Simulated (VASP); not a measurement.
Crystal: TiBrF3.

```
Ti Br F
1.0
     2.95722    1.70735    2.43989
    -2.95722    1.70735    2.43989
     0.00000   -3.41471    2.43989
Ti Br F
1 1 3
Direct
  0.50000 0.50000 0.50000
  0.00000 0.00000 0.00000
  0.00000 0.50000 0.50000
  0.50000 0.00000 0.50000
  0.50000 0.50000 0.00000
```

The cell was built by a generator and needn't be a form met in nature.

| Item | Value |
| --- | --- |
| Program | VASP 6.6.1 |
| Task | relaxation of cell and atoms |
| Functional | PBE |
| Potentials or basis | VASP PAW PBE potentials, release 64 (Ti_sv, Br, F) |
| Cutoff | 520 eV |
| k mesh | 3 × 3 × 3 |
| Occupations | gaussian, width 0.15 eV |
| Spin | no spin polarisation |

At the start: pressure -6.7 GPa; volume 14.78 Å³/atom.

Where does the relaxation end?

Over 3 steps the energy falls by 25.9 meV/atom and the volume is 13.64 Å³/atom (-7.8 %); space group R-3m (No. 166, to 0.05 Å).

Step by step:
| step | energy change (eV) | largest force (eV/Å) | pressure (GPa) | volume (Å³) |
| --- | --- | --- | --- | --- |
| 1 | 0.0000 | 0.0000 | -6.70 | 73.91 |
| 2 | -0.1263 | 0.0000 | 1.02 | 67.50 |
| 3 | -0.1296 | 0.0000 | 0.42 | 68.18 |

Final structure:
```yaml
crystal:
  lattice:
    - [2.87934, 1.66239, 2.37387]
    - [-2.87934, 1.66239, 2.37387]
    - [0.00000, -3.32478, 2.37387]
  atoms:
    - { symbol: Ti, position: [0.50000, 0.50000, 0.50000] }
    - { symbol: Br, position: [0.00000, 0.00000, 0.00000] }
    - { symbol: F, position: [0.00000, 0.50000, 0.50000] }
    - { symbol: F, position: [0.50000, 0.00000, 0.50000] }
    - { symbol: F, position: [0.50000, 0.50000, 0.00000] }
```

Caveat: the k mesh is coarse (spacing up to 0.50 Å⁻¹), so the values aren't converged.
